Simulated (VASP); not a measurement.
# Which face does Nb expose?, part 6 of 6

Aim: compare the low-index faces of Nb at one level of theory.

VASP 6.6.1; r2SCAN; plane waves and PAW (Nb_pv).

So far. Step 7 (Potential and states of the slab, 9 atoms, face Nb(100)): The vacuum level lies 3.53 eV above the Fermi level at the upper face; both faces agree, as the slab has next to no dipole. Step 8 (Relaxing the slab, 11 atoms, face Nb(111)): The run ended after 13 ionic steps, 0.729 eV below its first step, once the forces on the free atoms met EDIFFG = -0.03.

## 9. Potential and states of the slab, 11 atoms, face Nb(111)

INCAR reads:

```
SYSTEM = Nb
PREC = Normal
ENCUT = 320
EDIFF = 1E-06
NELM = 120
ISMEAR = 1
SIGMA = 0.15
LREAL = .FALSE.
ALGO = Normal
METAGGA = R2SCAN
LASPH = .TRUE.
NBANDS = 75
LORBIT = 11
LWAVE = .FALSE.
LCHARG = .TRUE.
KPAR = 4
IDIPOL = 3
LDIPOL = .TRUE.
DIPOL = 0.5 0.5 0.5
LVHAR = .TRUE.
LVACPOTAV = .TRUE.
NEDOS = 1500
```

POSCAR reads:

```
Nb
1.0
    4.6935512544      0.0000000000      0.0000000000
    2.3467756272      4.0647346202      0.0000000000
    0.0000000000      0.0000000000     24.5806713790
Nb
11
Direct
    0.6666666700      0.6666666700      0.3182231172
    0.0000000000      0.0000000000      0.3452028573
    0.3333333300      0.3333333300      0.3786208507
    0.6666666700      0.6666666700      0.4249340545
    0.0000000000      0.0000000000      0.4600700698
    0.3333333300      0.3333333300      0.5000000000
    0.6666666700      0.6666666700      0.5399299302
    0.0000000000      0.0000000000      0.5750659455
    0.3333333300      0.3333333300      0.6213791493
    0.6666666700      0.6666666700      0.6547971427
    0.0000000000      0.0000000000      0.6817768828
```

KPOINTS reads:

```
Automatic mesh
0
Gamma
9 9 1
0 0 0
```

PAW data sets: Nb_pv (PBE family, release 64).

Started as:

```console
$ mpirun -np 4 vasp_std
```

Log:

```text
[... set-up lines as in an earlier step ...]
 entering main loop
       N       E                     dE             d eps       ncg     rms          rms(c)
DAV:   1     0.100931263272E+04    0.10093E+04   -0.52589E+04  2352   0.108E+03
DAV:   2    -0.208251099938E+03   -0.12176E+04   -0.11768E+04  1945   0.624E+02
DAV:   3    -0.300153087930E+03   -0.91902E+02   -0.87415E+02  2784   0.141E+02
DAV:   4    -0.306618710393E+03   -0.64656E+01   -0.62569E+01  2648   0.392E+01
[...]
DAV:  35    -0.265978246532E+03   -0.65916E-05   -0.21941E-06  1504   0.923E-03    0.135E-02
DAV:  36    -0.265978247936E+03   -0.14034E-05   -0.10842E-06  1368   0.784E-03    0.191E-02
DAV:  37    -0.265978248674E+03   -0.73892E-06   -0.48955E-07  1336   0.685E-03
 [... a notice as in an earlier step ...]

   1 F= -.26597825E+03 E0= -.26597788E+03  d E =-.111524E-02
```

The job ended after 3.6 min (4 MPI ranks of AMD EPYC 9R45, shared host; peak memory 1.3 GiB).

From OUTCAR (step 9):

```text
  Total       -4.0106668     -4.0106668     -1.0860569      0.0000000      0.0000000     -0.0000000
  in kB      -13.7024954    -13.7024954     -3.7105275      0.0000000      0.0000000     -0.0000000
  external PRESSURE =     -10.3718394 kB  Pullay stress =       0.0000000 kB

 POSITION                                       TOTAL-FORCE (eV/Angst)
 -----------------------------------------------------------------------------------
      4.69355      2.70982      7.82214        -0.000000      0.000000      0.010328
      0.00000      0.00000      8.48532        -0.000000     -0.000000      0.026401
      2.34678      1.35491      9.30675        -0.000000     -0.000000      0.009871
      4.69355      2.70982     10.44516        -0.000000      0.000000      0.024823
      0.00000      0.00000     11.30883         0.000000     -0.000000      0.001861
      2.34678      1.35491     12.29034         0.000000      0.000000     -0.000000
      4.69355      2.70982     13.27184        -0.000000     -0.000000     -0.001861
      0.00000      0.00000     14.13551         0.000000     -0.000000     -0.024823
      2.34678      1.35491     15.27392         0.000000      0.000000     -0.009871
      4.69355      2.70982     16.09535         0.000000      0.000000     -0.026401
      0.00000      0.00000     16.75853         0.000000     -0.000000     -0.010328
 -----------------------------------------------------------------------------------
    total drift:                               -0.000009     -0.000005     -0.000006

  FREE ENERGIE OF THE ION-ELECTRON SYSTEM (eV)
  ---------------------------------------------------
  free  energy   TOTEN  =      -265.9782486744 eV

  energy  without entropy=     -265.9771334304  energy(sigma->0) =     -265.97787693

[... 2 parts as in an earlier step ...]

[... 1 further part left out ...]
[key lines of the parts left out:]
E-fermi :  -0.0004
```

Zero at the Fermi level. The planar average of the electrostatic potential by height:

height (Å), planar average of the electrostatic potential (eV) and a bar from the least value:
```
        0       3.83 ##############################
        1       3.83 ##############################
        2       3.83 ##############################
        3       3.83 ##############################
        4       3.83 ##############################
        5       3.78 ##############################
        6       3.38 #############################
        7       0.19 ####################
        8      -5.76 ###
        9      -5.74 ###
       10      -4.18 #######
       11      -5.04 #####
       12      -4.72 ######
       13      -4.98 #####
       14      -4.66 ######
       15      -4.44 #######
       16      -6.80 
       17      -3.52 #########
       18       2.23 #########################
       19       3.65 ##############################
       20       3.81 ##############################
       21       3.83 ##############################
       22       3.83 ##############################
       23       3.83 ##############################
       24       3.83 ##############################
```

The map of layer states is cut here 0.5 eV above the Fermi level, so it leaves out the states above that.

The vacuum level lies 3.83 eV above the Fermi level at the upper face; both faces agree, as the slab has next to no dipole.

The program found no field-free point at its default tolerance, but its printed level agrees with the flat part of the planar average.

On this mesh the fine structure of the density of states is sampling noise, and high empty states may be cut by the number of bands.

## 10. The faces side by side

This step: surfaces of a metal, r2SCAN; plane waves and PAW (VASP 6.6.1).

Derived from the runs above.

Symmetric slabs, all atoms free. All faces:

| face | layers | area a surface atom (Å²) | work function (eV) | surface energy as cut (J/m²) | surface energy relaxed (J/m²) | change of the top spacing (%) |
| --- | --- | --- | --- | --- | --- | --- |
| Nb(110) | 7 | 7.789 | 4.597 | 2.238 | 2.199 | -3.9 |
| Nb(100) | 9 | 11.02 | 3.533 | 2.603 | 2.388 | -12.27 |
| Nb(111) | 11 | 19.08 | 3.829 | 2.808 | 2.502 | -30.78 |

Each surface energy is the slab's energy less its number of atoms times the bulk energy of -24.7215 eV, over twice the cell's area.

## 11. What came out

| Quantity | Value |
| --- | --- |
| Nb(110) | 2.20 J/m², 4.60 eV |
| Nb(100) | 2.39 J/m², 3.53 eV |
| Nb(111) | 2.50 J/m², 3.83 eV |

What this shows: The cheapest face is Nb(110) at 2.20 J/m², against 2.39 for Nb(100) and 2.50 for Nb(111). The work functions are 4.60 eV for Nb(110), 3.83 eV for Nb(111) and 3.53 eV for Nb(100). The densest face has the highest work function, as the smoothing of the electron density over an open face lowers the surface dipole. Among the others the order doesn't follow the density. The densest face is also the cheapest, since it cuts the fewest bonds an area. The top spacing changes by -3.9 % on Nb(110), -12.3 % on Nb(100) and -30.8 % on Nb(111), the most on the most open face. One thickness was run for each face, and bulk and slab meshes don't match, which leaves some hundredths of a J/m². The cells are 1 × 1 and can't reconstruct.

[Lines on the potential files, build, host, timing and source positions are cut from VASP's logs without a mark.]

[Logs are printed without paths, hosts, clocks, repeated set-up lines and the standing remarks that a program may print on its own settings, such as how far it seeks lower states.]

[Hosts, paths, dates, database ids (printed as entryN), source tags and the programs' standing remarks are cut or masked in the printed files.]

[Runs that stopped without an error message from VASP are left out.]
